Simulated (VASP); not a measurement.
Here is the system:

```
HfC
1.0
    0.00000     2.25296     2.25296
    2.25296     0.00000     2.25296
    2.25296     2.25296     0.00000
Hf C
1 1
Cartesian
  0.00000   0.00000   0.00000
  2.25296   2.25296   2.25296
```

Method: AM05 GGA, VASP's PBE PAW potentials (set 64) (plane waves; VASP). Numerical set-up: 520 eV cut-off, 14×14×14 Γ-centred mesh, first-order Methfessel-Paxton smearing of 0.10 eV, potentials Hf_pv C.

**Question.** Give the stress tensor in GPa (positive for a compressed cell).

**Answer.** 
```
17.63   0.00   0.00
 0.00  17.63   0.00
 0.00   0.00  17.63
```
The pressure is its mean diagonal, 17.63 GPa.

The compound is HfC in the rock salt structure. This cell is one point of a volume scan, at 0.94 of the reference volume.
